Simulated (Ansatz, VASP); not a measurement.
# Cross-check of TaN between VASP and Ansatz

Wanted: the spread between two codes on one cell, functional and k mesh. The cell is taken from a series of runs on this material, whose earlier steps may have relaxed, scaled, displaced or heated it; both programs get it as it stands.

Calculated with Ansatz 0.2.0; plane waves, with VASP 6.6.1 beside it; zone-centre phonons at LDA.

### 1. The starting structure

Symmetry: P-6m2, No. 187, hexagonal system. Conventional cell: a = 2.821 Å, b = 2.821 Å, c = 2.784 Å, α = 90.00°, β = 90.00°, γ = 120.00°. Nearest to N lie 6 Ta at 2.14 Å. Nearest to Ta lie 6 N at 2.14 Å. Farther neighbours and most contacts between anions are not listed.

Coordinates:

```cif
data_structure
_symmetry_space_group_name_H-M 'P 1'
_symmetry_Int_Tables_number 1
_cell_length_a 2.8215
_cell_length_b 2.8215
_cell_length_c 2.7840
_cell_angle_alpha 90.000
_cell_angle_beta 90.000
_cell_angle_gamma 120.000
_cell_volume 19.19
loop_
_atom_site_label
_atom_site_type_symbol
_atom_site_fract_x
_atom_site_fract_y
_atom_site_fract_z
_atom_site_occupancy
N1 N 0.66667 0.33333 0.00000 1
Ta2 Ta 0.00000 0.00000 0.50000 1
```

### 2. VASP: zone-centre phonons, LDA

Second derivatives magnify differences that forces hide, and they need a tight electronic threshold.

Lines of VASP's logs that name or quote its potential files are left out, and so is its time.

Contents of INCAR:

```
SYSTEM = TaN
PREC = Accurate
ENCUT = 600
EDIFF = 1E-08
NELM = 120
ISMEAR = 1
SIGMA = 0.2
LREAL = .FALSE.
ALGO = Normal
GGA = PW92
NBANDS = 14
LASPH = .TRUE.
LORBIT = 11
LWAVE = .FALSE.
LCHARG = .FALSE.
ISIF = 2
IBRION = 8
GGA_COMPAT = .FALSE.
KPAR = 2
```

Contents of POSCAR:

```
TaN
1.0
    2.8214914365      0.0000000000      0.0000000000
   -1.4107457182      2.4434832605      0.0000000000
    0.0000000000      0.0000000000      2.7840469534
N Ta
1 1
Direct
    0.6666666667      0.3333333333      0.0000000000
    0.0000000000      1.0000000000      0.5000000000
```

Contents of KPOINTS:

```
Automatic mesh
0
Gamma
18 18 16
0 0 0
```

PAW data sets: N and Ta_pv (LDA family, release 64).

Started as:

```bash
$ mpirun -np 2 vasp_std
```

Numbers of over 12 decimals in the logs are rounded to 6 here.

The program printed:

```text
[banner, memory and clock lines left out]
running    2 mpi-ranks, on    1 nodes
 distrk:  each k-point on    1 cores,    2 groups
 distr:  one band on    1 cores,    1 groups

 POSCAR found type information on POSCAR N Ta
 POSCAR found :  2 types and       2 ions
|                                                                             |
|               ----> ADVICE to this user running VASP <----                  |
|                                                                             |
|     You enforced a specific xc type in the INCAR file but a different       |
|     [... a line on the potential file left out ...]
|     I HOPE YOU KNOW WHAT YOU ARE DOING!                                     |
|                                                                             |

 LDA part: xc-table for (Slater(with rela. corr.)+PW92), standard interpolation
 POSCAR, INCAR and KPOINTS ok, starting setup
 FFT: planning ... GRIDC
 FFT: planning ... GRID_SOFT
 FFT: planning ... GRID
 WAVECAR not read
 entering main loop
       N       E                     dE             d eps       ncg     rms          rms(c)
DAV:   1     0.101592791502E+03    0.10159E+03   -0.98315E+03  9324   0.135E+03
DAV:   2    -0.238268670923E+02   -0.12542E+03   -0.11880E+03 11262   0.341E+02
DAV:   3    -0.270229662223E+02   -0.31961E+01   -0.31803E+01 10560   0.509E+01
DAV:   4    -0.270367564601E+02   -0.13790E-01   -0.13788E-01 11664   0.366E+00
DAV:   5    -0.270368454168E+02   -0.88957E-04   -0.88957E-04 10734   0.272E-01    0.295E+01
DAV:   6    -0.246113333117E+02    0.24255E+01   -0.43428E+00 10794   0.254E+01    0.129E+01
DAV:   7    -0.245527079465E+02    0.58625E-01   -0.53378E-01 11868   0.572E+00    0.835E+00
DAV:   8    -0.245251324215E+02    0.27576E-01   -0.12488E-01 11958   0.285E+00    0.157E+00
DAV:   9    -0.245179955471E+02    0.71369E-02   -0.14487E-02 10620   0.985E-01    0.163E-01
DAV:  10    -0.245179424643E+02    0.53083E-04   -0.80863E-04 10968   0.347E-01    0.108E-01
DAV:  11    -0.245178712412E+02    0.71223E-04   -0.13307E-04 10620   0.110E-01    0.827E-03
DAV:  12    -0.245178718089E+02   -0.56768E-06   -0.77875E-06 10704   0.263E-02    0.283E-03
DAV:  13    -0.245178717725E+02    0.36397E-07   -0.74018E-08 11988   0.269E-03    0.248E-03
DAV:  14    -0.245178717636E+02    0.88864E-08   -0.93401E-09  7384   0.116E-03
   1 F= -.24517872E+02 E0= -.24518110E+02  d E =0.713337E-03
 Linear response reoptimize wavefunctions to high precision
DAV:   1    -0.245178717634E+02    0.18758E-09   -0.72731E-10  7584   0.351E-04
DAV:   2    -0.245178717634E+02   -0.18190E-10   -0.78806E-11  5040   0.101E-04
 Linear response DOF=           4
 Linear response progress:
  Degree of freedom:   1/  4
       N       E                     dE             d eps       ncg     rms          rms(c)
RMM:   1    -0.231049998449E+00   -0.23105E+00    0.12052E-01 92793   0.296E+00
RMM:   2    -0.225578385261E+00    0.54716E-02   -0.38700E-03 70660   0.499E-01    0.216E-01
RMM:   3    -0.226463919933E+00   -0.88553E-03   -0.82457E-04 67076   0.194E-01    0.117E-01
RMM:   4    -0.227883768299E+00   -0.14198E-02   -0.44865E-04 67214   0.135E-01    0.312E-02
RMM:   5    -0.227961836606E+00   -0.78068E-04   -0.12599E-05 75497   0.281E-02    0.343E-03
RMM:   6    -0.227971956573E+00   -0.10120E-04   -0.11232E-06 74525   0.627E-03    0.719E-04
RMM:   7    -0.227963075092E+00    0.88815E-05   -0.19195E-07 77368   0.173E-03    0.289E-04
RMM:   8    -0.227963884868E+00   -0.80978E-06    0.31145E-08 77859   0.475E-04    0.700E-05
RMM:   9    -0.227963417378E+00    0.46749E-06   -0.13655E-08 74895   0.160E-04    0.730E-06
RMM:  10    -0.227963288299E+00    0.12908E-06    0.10602E-08 80232   0.457E-05    0.387E-06
RMM:  11    -0.227963348311E+00   -0.60012E-07    0.56147E-09 75353   0.138E-05    0.867E-07
RMM:  12    -0.227963353348E+00   -0.50369E-08    0.34635E-09 62163   0.412E-06    0.276E-07
 first order change of Fermi-energy  -0.35518E-05
 force on displaced ion       1 direction 1 : -18.263   0.001   0.000
 Linear response progress:
  Degree of freedom:   2/  4
       N       E                     dE             d eps       ncg     rms          rms(c)
RMM:   1    -0.236672006564E+00   -0.23667E+00    0.15991E-01 31474   0.309E+00
RMM:   2    -0.231313484653E+00    0.53585E-02   -0.44139E-03 25201   0.527E-01    0.179E-01
RMM:   3    -0.232130561571E+00   -0.81708E-03   -0.12380E-03 23887   0.219E-01    0.897E-02
RMM:   4    -0.233568031638E+00   -0.14375E-02   -0.57530E-04 24318   0.146E-01    0.232E-02
RMM:   5    -0.233715175628E+00   -0.14714E-03   -0.19605E-05 25939   0.363E-02    0.486E-03
RMM:   6    -0.233733170811E+00   -0.17995E-04   -0.14319E-06 26270   0.906E-03    0.912E-04
RMM:   7    -0.233720988933E+00    0.12182E-04   -0.13153E-07 25222   0.239E-03    0.287E-04
RMM:   8    -0.233722438108E+00   -0.14492E-05   -0.16084E-08 27835   0.698E-04    0.704E-05
RMM:   9    -0.233722820637E+00   -0.38253E-06    0.21286E-09 26376   0.192E-04    0.160E-05
RMM:  10    -0.233722731686E+00    0.88951E-07   -0.63163E-09 28501   0.564E-05    0.371E-06
RMM:  11    -0.233722752234E+00   -0.20548E-07    0.25159E-09 26503   0.169E-05    0.899E-07
RMM:  12    -0.233722761854E+00   -0.96203E-08   -0.20835E-09 23888   0.577E-06    0.433E-07
 first order change of Fermi-energy   0.31850E-03
 force on displaced ion       1 direction 3 :  -0.000   0.000 -21.988
 Linear response progress:
  Degree of freedom:   3/  4
       N       E                     dE             d eps       ncg     rms          rms(c)
RMM:   1    -0.126375020988E+00   -0.12638E+00    0.11496E+01 42212   0.243E+01
RMM:   2    -0.155458567095E+00   -0.29084E-01   -0.24288E-02 63908   0.144E+00    0.203E-01
RMM:   3    -0.154220568513E+00    0.12380E-02   -0.28205E-03 74262   0.361E-01    0.115E-01
RMM:   4    -0.153442521346E+00    0.77805E-03   -0.44215E-04 81368   0.120E-01    0.441E-02
RMM:   5    -0.153153217062E+00    0.28930E-03   -0.85865E-05 81385   0.326E-02    0.773E-03
RMM:   6    -0.153152634556E+00    0.58251E-06    0.63796E-06 75780   0.128E-02    0.128E-03
RMM:   7    -0.153152047333E+00    0.58722E-06    0.28902E-06 83254   0.385E-03    0.364E-04
RMM:   8    -0.153155088374E+00   -0.30410E-05    0.66246E-07 90776   0.138E-03    0.153E-04
RMM:   9    -0.153156092447E+00   -0.10041E-05    0.55554E-07 78003   0.545E-04    0.279E-05
RMM:  10    -0.153156455050E+00   -0.36260E-06    0.25729E-07 86331   0.234E-04    0.120E-05
RMM:  11    -0.153156495558E+00   -0.40508E-07    0.12564E-07 85658   0.936E-05    0.383E-06
RMM:  12    -0.153156518337E+00   -0.22780E-07    0.91172E-08 85232   0.481E-05    0.177E-06
RMM:  13    -0.153156556436E+00   -0.38098E-07    0.54213E-08 78845   0.277E-05    0.507E-07
RMM:  14    -0.153156558429E+00   -0.19928E-08    0.29398E-08 63897   0.145E-05    0.702E-07
 first order change of Fermi-energy  -0.96023E-05
 force on displaced ion       2 direction 1 : -18.269   0.001   0.000
 Linear response progress:
  Degree of freedom:   4/  4
       N       E                     dE             d eps       ncg     rms          rms(c)
RMM:   1    -0.146742205137E+00   -0.14674E+00    0.10013E+01 14999   0.236E+01
RMM:   2    -0.175639785652E+00   -0.28898E-01   -0.26830E-02 22090   0.146E+00    0.145E-01
RMM:   3    -0.175094988670E+00    0.54480E-03   -0.19448E-03 25990   0.305E-01    0.774E-02
RMM:   4    -0.174689426649E+00    0.40556E-03   -0.17997E-04 26921   0.968E-02    0.222E-02
RMM:   5    -0.174595051063E+00    0.94376E-04   -0.20489E-05 28333   0.262E-02    0.705E-03
RMM:   6    -0.174570300805E+00    0.24750E-04   -0.42795E-06 26289   0.982E-03    0.564E-04
RMM:   7    -0.174572509223E+00   -0.22084E-05   -0.25881E-06 29129   0.283E-03    0.268E-04
RMM:   8    -0.174575203114E+00   -0.26939E-05   -0.13400E-06 28533   0.111E-03    0.396E-05
RMM:   9    -0.174575556235E+00   -0.35312E-06   -0.92257E-07 30688   0.399E-04    0.256E-05
RMM:  10    -0.174575930214E+00   -0.37398E-06   -0.43679E-07 27199   0.208E-04    0.433E-06
RMM:  11    -0.174575935487E+00   -0.52731E-08   -0.28083E-07 31231   0.101E-04    0.348E-06
RMM:  12    -0.174575968985E+00   -0.33497E-07   -0.13595E-07 27883   0.562E-05    0.323E-06
RMM:  13    -0.174575984844E+00   -0.15859E-07   -0.91883E-08 27393   0.321E-05    0.322E-06
RMM:  14    -0.174576129049E+00   -0.14421E-06   -0.45539E-08 26283   0.371E-05    0.630E-06
RMM:  15    -0.174576061401E+00    0.67648E-07   -0.29578E-08 25347   0.199E-05    0.124E-06
RMM:  16    -0.174576032602E+00    0.28799E-07   -0.17565E-08 26451   0.112E-05    0.104E-06
RMM:  17    -0.174576042314E+00   -0.97122E-08   -0.12274E-08 19207   0.542E-06    0.553E-07
 first order change of Fermi-energy  -0.15933E-02
 force on displaced ion       2 direction 3 :  -0.000   0.000 -21.995
 Linear response finished
```

Parts of OUTCAR (step 2):

```text
ion  position               nearest neighbor table
   1  0.667  0.333  0.000-   2 2.14   2 2.14   2 2.14   2 2.14   2 2.14   2 2.14
   2  0.000  0.000  0.500-   1 2.14   1 2.14   1 2.14   1 2.14   1 2.14   1 2.14

  LATTYP: Found a hexagonal cell.
 ALAT       =     2.8214914365
 C/A-ratio  =     0.9867288333

 Subroutine GETGRP returns: Found 12 space group operations
 (whereof 12 operations were pure point group operations)

The static configuration has the point symmetry D_3h.

 Found    333 irreducible k-points:

   k-points           NKPTS =    333   k-points in BZ     NKDIM =    333   number of bands    NBANDS=     14

   dimension x,y,z NGX =    24 NGY =   24 NGZ =   24
   dimension x,y,z NGXF=    48 NGYF=   48 NGZF=   48

   ENCUT  =  600.0 eV  44.10 Ry    6.64 a.u.   5.64  5.64  5.56*2*pi/ulx,y,z

   NELECT =      16.0000    total number of electrons

 k-points in reciprocal lattice and weights: Automatic mesh
   0.00000000  0.00000000  0.00000000       0.000
   0.05555556  0.00000000  0.00000000       0.001
   0.11111111  0.00000000  0.00000000       0.001
   0.16666667  0.00000000  0.00000000       0.001
   0.22222222  0.00000000  0.00000000       0.001
   0.27777778  0.00000000  0.00000000       0.001
   0.33333333  0.00000000  0.00000000       0.001
   0.38888889  0.00000000  0.00000000       0.001
   0.44444444  0.00000000  0.00000000       0.001
[...]
0.33333333  0.27777778  0.50000000       0.002
   0.33333333  0.33333333  0.50000000       0.000

 average (electrostatic) potential at core
       1 -60.2500       2 -33.7858

  Total        4.7983732      4.7983732      4.8286924      0.0000000      0.0000000      0.0000000
  in kB      400.5345165    400.5345165    403.0653513      0.0000000      0.0000000      0.0000000
  external PRESSURE =     401.3781281 kB  Pullay stress =       0.0000000 kB

  energy-cutoff  :      600.00
  volume of cell :       19.19
      direct lattice vectors                 reciprocal lattice vectors
     2.821491437  0.000000000  0.000000000     0.354422483  0.204625916  0.000000000
    -1.410745718  2.443483260  0.000000000     0.000000000  0.409251832  0.000000000
     0.000000000  0.000000000  2.784046953     0.000000000  0.000000000  0.359189344

 POSITION                                       TOTAL-FORCE (eV/Angst)
 -----------------------------------------------------------------------------------
      1.41075      0.81449      0.00000         0.000000      0.000000      0.000000
      0.00000      0.00000      1.39202         0.000000      0.000000      0.000000
 -----------------------------------------------------------------------------------
    total drift:                               -0.000000      0.000000      0.000000

 Eigenvectors and eigenvalues of the dynamical matrix
 ----------------------------------------------------

   1 f  =   20.335525 THz   127.771869 2PiTHz  678.320086 cm-1    84.100934 meV
             X         Y         Z           dx          dy          dz
      1.410746  0.814494  0.000000     0.000000    0.000000    0.963411
      0.000000  0.000000  1.392023    -0.000000   -0.000000   -0.268027

   2 f  =   18.533091 THz   116.446844 2PiTHz  618.197367 cm-1    76.646670 meV
             X         Y         Z           dx          dy          dz
      1.410746  0.814494  0.000000    -0.916699   -0.296352    0.000000
      0.000000  0.000000  1.392023     0.255031    0.082447   -0.000000

   3 f  =   18.533091 THz   116.446844 2PiTHz  618.197367 cm-1    76.646670 meV
             X         Y         Z           dx          dy          dz
      1.410746  0.814494  0.000000    -0.296352    0.916699    0.000000
      0.000000  0.000000  1.392023     0.082447   -0.255031    0.000000

   4 f/i=    0.000705 THz     0.004430 2PiTHz    0.023517 cm-1     0.002916 meV
             X         Y         Z           dx          dy          dz
      1.410746  0.814494  0.000000    -0.015135   -0.267599    0.000000
      0.000000  0.000000  1.392023    -0.054401   -0.961874    0.000000

   5 f/i=    0.000705 THz     0.004430 2PiTHz    0.023517 cm-1     0.002916 meV
             X         Y         Z           dx          dy          dz
      1.410746  0.814494  0.000000    -0.267599    0.015135   -0.000000
      0.000000  0.000000  1.392023    -0.961874    0.054401   -0.000000

   6 f/i=    0.000782 THz     0.004910 2PiTHz    0.026069 cm-1     0.003232 meV
             X         Y         Z           dx          dy          dz
      1.410746  0.814494  0.000000    -0.000000    0.000000    0.268027
      0.000000  0.000000  1.392023    -0.000000    0.000000    0.963411

 ELASTIC MODULI CONTR FROM IONIC RELAXATION (kBar)
 Direction    XX          YY          ZZ          XY          YZ          ZX
 --------------------------------------------------------------------------------
 XX        -186.1527    186.1527     -0.0000     -0.0000      0.0000      0.0000
 YY         186.1527   -186.1527     -0.0000     -0.0000      0.0000      0.0000
 ZZ          -0.0000     -0.0000     -0.0000     -0.0000      0.0000      0.0000
 XY          -0.0000     -0.0000     -0.0000   -186.1527      0.0000      0.0000
 YZ           0.0000      0.0000      0.0000      0.0000      0.0000      0.0000
 ZX           0.0000      0.0000      0.0000      0.0000      0.0000      0.0000
 --------------------------------------------------------------------------------
```

(Continued in part 2 of 2.)

[Lines on the potential files, build, host, timing and source positions are cut from VASP's logs without a mark.]

[Logs are printed without paths, hosts, clocks, repeated set-up lines and the standing remarks that a program may print on its own settings, such as how far it seeks lower states.]

[Hosts, paths, dates, database ids (printed as entryN), source tags and the programs' standing remarks are cut or masked in the printed files.]
